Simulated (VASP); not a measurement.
The system is MnAs.

```
Mn As
1.0
     3.71720    0.00000    0.00000
    -1.85860    3.21919    0.00000
     0.00000    0.00000    5.70440
Mn As
2 2
Cartesian
  0.0000 0.0000 0.0000
  0.0000 0.0000 2.8522
  0.0000 2.1461 1.4261
  1.8586 1.0731 4.2783
```

Base run:

- Program: VASP 6.6.1
- Functional: LDA
- Potentials or basis: VASP PAW LDA potentials, release 64 (Mn_pv, As)
- Cutoff: 520 eV
- k mesh: 14 × 14 × 8
- Occupations: gaussian, width 0.05 eV
- Spin: collinear spin, typed start
- Starting moments: [3.5, 3.5, 0.0, 0.0] μB

Its results: band gap on the k mesh none (metal or under the smearing width); pressure -15.1 GPa.

Q: The run is repeated on the same cell with these changes: spin from collinear spin, typed start to no spin polarisation; further incar settings from ALGO = Normal; EDIFF = 1e-06; NBANDS = 30 to ALGO = Fast; EDIFF = 1e-06; NBANDS = 26. What comes out?

A: Band gap on the k mesh none (metal or under the smearing width); pressure -27.5 GPa.

Caveats: so large a pressure means that the cell lies far from this level's equilibrium, or that cutoff or potentials fall short.

Not every run made on this cell is shown here.
